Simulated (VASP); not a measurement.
Level of theory: PBE GGA, VASP's PBE PAW potentials (set 64) (plane waves; VASP).

VASP input:

### KPOINTS
```
kpoints
0
gamma
  9 9 9
0 0 0
```

### POSCAR
```
HgTe
1
   -0.0000000000     3.3269037268     3.3269037268
    3.3269037268    -0.0000000000     3.3269037268
    3.3269037268     3.3269037268    -0.0000000000
Hg Te
1 1
Direct
  0.0000000000   0.0000000000   0.0000000000
  0.2500000000   0.2500000000   0.2500000000
```

INCAR:
```
SYSTEM=HgTe
PREC=Accurate; ENCUT=400; LREAL=.FALSE.
LASPH=.TRUE.
EDIFF=1E-8; NELM=100; ALGO=Normal
LMAXMIX=6
ISMEAR=1; SIGMA=0.1
GGA=PE
IBRION=1; NSW=30; ISIF=2
EDIFFG=-0.001
LWAVE=.FALSE.; LCHARG=.FALSE.
```

POTCAR, in this order: Hg Te (PBE.64 set). Program: vasp_std.

Unless said otherwise, spin-orbit coupling is left out, though it shifts the bands of the heavy elements here.

**Question.** What does the run give for the energy per atom (σ→0), band gap (on the k-mesh)?

**Answer.** 
* **energy per atom (σ→0)**: -1.825 eV/atom
* **band gap (on the k-mesh)**: none (metal, semimetal or under 0.01 eV)

OSZICAR:
```
...
DAV:  12    -0.365081958004E+01    0.96117E-06   -0.38685E-06  1075   0.154E-02    0.144E-02
DAV:  13    -0.365081955461E+01    0.25437E-07   -0.29453E-07  1000   0.401E-03    0.802E-03
DAV:  14    -0.365081943788E+01    0.11672E-06   -0.29631E-07  1015   0.553E-03    0.211E-03
DAV:  15    -0.365081946128E+01   -0.23400E-07   -0.28806E-08  1025   0.124E-03    0.209E-03
DAV:  16    -0.365081951567E+01   -0.54390E-07   -0.19527E-09   640   0.330E-04    0.543E-04
DAV:  17    -0.365081950490E+01    0.10778E-07   -0.11592E-09   480   0.226E-04    0.138E-04
DAV:  18    -0.365081950896E+01   -0.40684E-08   -0.22005E-10   470   0.104E-04
   1 F= -.36508195E+01 E0= -.36509206E+01  d E =-.365082E+01
```

The compound is HgTe in the zinc blende structure. It was relaxed first, which changed the volume by +9 %. The start is the result of an earlier pass.
